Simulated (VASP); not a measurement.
Consider the following.

```
CELL_PARAMETERS angstrom
      0.00000     2.72081     2.72081
      2.72081     0.00000     2.72081
      2.72081     2.72081     0.00000
ATOMIC_POSITIONS crystal
  Si 0.25000 0.25000 0.25000
  Si 0.75000 0.75000 0.75000
  Ni 0.00000 0.00000 0.00000
```

Level of theory: rev-vdW-DF2, VASP's PBE PAW potentials (set 64) (plane waves; VASP). Settings: 520 eV cut-off, Gaussian smearing of 0.050 eV, potentials Si Ni.

**Question.** Estimate the band gap (along the path) with the smallest direct gap where there is one.

**Answer.** 
```
Property                                                      Value
-------------------------  ----------------------------------------
band gap (along the path)  none (metal, semimetal or under 0.01 eV)
```

The compound is NiSi2 in the fluorite structure. It was relaxed first. The run is not spin-polarised, so no magnetic state was tried.
